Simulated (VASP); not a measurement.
VASP input:

File KPOINTS:
```
Automatic mesh
0
Gamma
12 12 7
0 0 0
```

### INCAR
```
SYSTEM = RuC
PREC = Accurate
ENCUT = 520
EDIFF = 1E-7
NELM = 100
ALGO = Normal
LREAL = .FALSE.
LASPH = .TRUE.
ISMEAR = -5
GGA = PS
LMAXMIX = 4
LWAVE = .FALSE.
LCHARG = .TRUE.
LORBIT = 11
NEDOS = 601
ISIF = 2
LEFG = .TRUE.
```

POSCAR:
```
RuC
1
    3.2190002727     0.0000000000     0.0000000000
   -1.6095001363     2.7877358424     0.0000000000
    0.0000000000     0.0000000000     5.1742344657
Ru C
2 2
Direct
  0.3333330000   0.6666670000   0.9994790973
  0.6666670000   0.3333330000   0.4994790973
  0.3333330000   0.6666670000   0.3755209027
  0.6666670000   0.3333330000   0.8755209027
```

POTCAR, in this order: Ru_pv C (PBE.64 set). Program: vasp_std.

### Question
Translate this PBEsol calculation to Ansatz.

### Answer
One equivalent input (not run):
Ansatz 0.2 input:
```yaml
crystal:
  lattice:
    - [3.2190003, 0.0000000, 0.0000000]
    - [-1.6095001, 2.7877358, 0.0000000]
    - [0.0000000, 0.0000000, 5.1742345]
  atoms:
    - { symbol: Ru, position: [0.3333330, 0.6666670, 0.9994791] }
    - { symbol: Ru, position: [0.6666670, 0.3333330, 0.4994791] }
    - { symbol: C, position: [0.3333330, 0.6666670, 0.3755209] }
    - { symbol: C, position: [0.6666670, 0.3333330, 0.8755209] }
kpoints:
  mp_grid: { grid: [12, 12, 7] }
hamiltonian:
  xc: pbesol
  pseudopotentials: { kind: paw }
scf:
  occupations: { method: tetrahedron }
  max_iter: 100
output: { forces: true, stress: true, eigenvalues: true }
```
What does not carry over: each code has its own PAW files, so the cut-off isn't converted (ENCUT is set for VASP's; basis.ecutwfc is left out, and Ansatz then takes the one that its files recommend); Ansatz stops its SCF on the density residual and VASP on the energy change (EDIFF); the field gradients of LEFG aren't asked of the other code.

The structure was generated: RuC was put into the wurtzite type (P6_3mc), which need not be its known phase. It was relaxed first, which changed the volume by -31 %.
